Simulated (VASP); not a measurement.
A convergence study with VASP on ZrIn (space group Pmm2): a few settings are varied, all else stays as given below, so the limit is that of these other settings. The cell's lengths are 1 % over those of the tabulated start and one atom is moved, so it is off equilibrium.

```xyz
2
Lattice="3.1841 0.0000 0.0000 0.0000 3.1841 0.0000 0.0000 0.0000 4.5157" Properties=species:S:1:pos:R:3 pbc="T T T"
Zr     0.0000     0.0000     0.0000
In     1.6527     1.5921     2.2579
```

All values below come from PBEsol GGA, VASP's PBE PAW potentials (set 64) (plane waves; VASP). The last row used: ADDGRID = .TRUE., 500 eV cut-off, 13×13×9 Γ-centred mesh, first-order Methfessel-Paxton smearing of 0.10 eV, potentials Zr_sv In_d.

```
setting                                         E (eV/atom)  pressure (GPa)  largest force (eV/Å)  plane waves
----------------------------------------------  -----------  --------------  --------------------  -----------
ADDGRID = unset, ENCUT = 200, PREC = Low            -6.3053          -26.37                 0.173          307
ADDGRID = unset, ENCUT = 200, PREC = Normal         -6.3046          -26.42                 0.158          307
ADDGRID = .TRUE., ENCUT = 200, PREC = Normal        -6.3047          -26.42                 0.158          307
ADDGRID = unset, ENCUT = 200, PREC = Accurate       -6.3047          -26.39                 0.159          307
ADDGRID = .TRUE., ENCUT = 200, PREC = Accurate      -6.3047          -26.40                 0.158          307
ADDGRID = unset, ENCUT = 300, PREC = Low            -6.3856           -7.01                 0.171          557
ADDGRID = unset, ENCUT = 300, PREC = Normal         -6.3850           -7.07                 0.155          557
ADDGRID = .TRUE., ENCUT = 300, PREC = Normal        -6.3849           -7.07                 0.156          557
ADDGRID = unset, ENCUT = 300, PREC = Accurate       -6.3849           -7.07                 0.155          557
ADDGRID = .TRUE., ENCUT = 300, PREC = Accurate      -6.3849           -7.07                 0.156          557
ADDGRID = unset, ENCUT = 400, PREC = Low            -6.3848           -6.54                 0.171          856
ADDGRID = unset, ENCUT = 400, PREC = Normal         -6.3840           -6.59                 0.156          856
ADDGRID = .TRUE., ENCUT = 400, PREC = Normal        -6.3840           -6.59                 0.155          856
ADDGRID = unset, ENCUT = 400, PREC = Accurate       -6.3840           -6.60                 0.155          856
ADDGRID = .TRUE., ENCUT = 400, PREC = Accurate      -6.3840           -6.60                 0.155          856
ADDGRID = unset, ENCUT = 500, PREC = Low            -6.3840           -6.52                 0.147         1178
ADDGRID = unset, ENCUT = 500, PREC = Normal         -6.3842           -6.51                 0.155         1178
ADDGRID = .TRUE., ENCUT = 500, PREC = Normal        -6.3842           -6.51                 0.155         1178
ADDGRID = unset, ENCUT = 500, PREC = Accurate       -6.3842           -6.51                 0.155         1178
ADDGRID = .TRUE., ENCUT = 500, PREC = Accurate      -6.3842           -6.51                 0.155         1178
```

Left out are rungs that failed or repeat a setting and relaxations that didn't move; long series are thinned to 24 rows.

The structure comes from a computed database's ZrIn entry (space group no. 123); how it stands against other phases isn't given here. The cell was not relaxed at this level, it is distorted from the ideal structure. The electron count is odd and the run is not spin-polarised, which forces a metal.
